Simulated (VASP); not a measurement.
Data:

```
CoGa5Hf
1.0
    4.09617     0.00000     0.00000
    0.00000     4.09617     0.00000
    0.00000     0.00000     6.52398
Hf Ga Co
1 5 1
Cartesian
  0.00000   0.00000   0.00000
  0.00000   2.04808   1.98016
  0.00000   2.04808   4.54382
  2.04808   0.00000   1.98016
  2.04808   0.00000   4.54382
  2.04808   2.04808   0.00000
  0.00000   0.00000   3.26199
```

Computed with PBEsol GGA, VASP's PBE PAW potentials (set 64) (plane waves; VASP 6.6.1). Settings: 300 eV cut-off, 5×5×4 Γ-centred mesh, Gaussian smearing of 0.14 eV, potentials Hf_pv Ga_d Co.

At this cut-off the stress carries a Pulay error, which pulls relaxed volumes low. Unless said otherwise, spin-orbit coupling is left out, though it shifts the bands of the heavy elements here.

Question: What does the run give for the energy per atom (σ→0), pressure, band gap (on the k-mesh) with the smallest direct gap where there is one?

Answer: 
```json
{
 "band gap (on the k-mesh)": "none (metal, semimetal or under 0.01 eV)",
 "energy per atom (σ→0)": "-5.402 eV/atom",
 "pressure": "-1.41 GPa"
}
```

The structure comes from a computed database's HfGa5Co entry (P4/mmm); how it stands against other phases isn't given here. The cell was not relaxed at this level. The k-mesh is coarse (spacing up to 0.31 per Å, 2π included), so the numbers may not be converged in it. The run is not spin-polarised, so no magnetic state was tried.
